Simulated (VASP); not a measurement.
An input for Quantum ESPRESSO's pw.x (written as the equivalent of a VASP run, and not itself run):

```
&CONTROL
  calculation = 'scf'
  pseudo_dir = './pseudo'
  outdir = './out'
  tprnfor = .true.
  tstress = .true.
/
&SYSTEM
  ibrav = 0
  nat = 6
  ntyp = 2
  ecutwfc = 82.3
  occupations = 'smearing'
  smearing = 'fermi-dirac'
  degauss = 0.00147
  input_dft = 'pbesol'
/
&ELECTRONS
  conv_thr = 7.3e-08
  electron_maxstep = 100
/
ATOMIC_SPECIES
  Ba 137.327 Ba.upf
  Te 127.600 Te.upf
CELL_PARAMETERS angstrom
    -3.5602180    3.5602180    4.4507880
     3.5602180   -3.5602180    4.4507880
     3.5602180    3.5602180   -4.4507880
ATOMIC_POSITIONS crystal
  Ba   0.7500000  0.7500000  0.0000000
  Ba   0.2500000  0.2500000  0.0000000
  Te   0.3639400  0.8639400  0.2278800
  Te   0.6360600  0.1360600  0.7721200
  Te   0.8639400  0.6360600  0.5000000
  Te   0.1360600  0.3639400  0.5000000
K_POINTS automatic
  3 3 3 0 0 0
```

Write the VASP files for the same calculation (PBEsol).

One answer among several that fit: 
File KPOINTS:
```
Automatic mesh
0
Gamma
  3 3 3
0 0 0
```

### INCAR
```
! general
SYSTEM   =  BaTe2
PREC     =  Accurate
ENCUT    =  300
LREAL    =  .False.
LASPH    =  .True.

! electronic loop
EDIFF    =  1E-6
NELM     =  100
ALGO     =  Normal
LMAXMIX  =  4

! smearing
ISMEAR   =  -1
SIGMA    =  0.02

! functional
GGA      =  PS

! ions
ISIF     =  2

! output
LWAVE    =  .False.
LCHARG   =  .False.
```

### POSCAR
```
BaTe2
4.4507880
 -0.7999073423   0.7999073423   1.0000000000
  0.7999073423  -0.7999073423   1.0000000000
  0.7999073423   0.7999073423  -1.0000000000
Ba Te
2 4
Cartesian
 -0.0000000000   0.0000000000   1.5000000000
  0.0000000000   0.0000000000   0.5000000000
  0.5822365563  -0.2176707860   1.0000000000
  0.2176707860   1.0175781282  -0.0000000000
  0.2176707860   0.5822365563   1.0000000000
  0.5822365563   0.2176707860   0.0000000000
```

POTCAR, in this order: Ba_sv Te (PBE.64 set). Program: vasp_std.

The two are equivalent in intent, not identical: the potentials are each code's own (VASP's PAW set, PseudoDojo norm-conserving files in pw.x), so ENCUT and ecutwfc are chosen apart and not converted; conv_thr bounds pw.x's estimated SCF error, while EDIFF bounds the energy change between steps.

The structure comes from a computed database's BaTe2 entry (I4/mcm); how it stands against other phases isn't given here. The cell was not relaxed at this level, and its volume differs by -5.9 % from the start's.
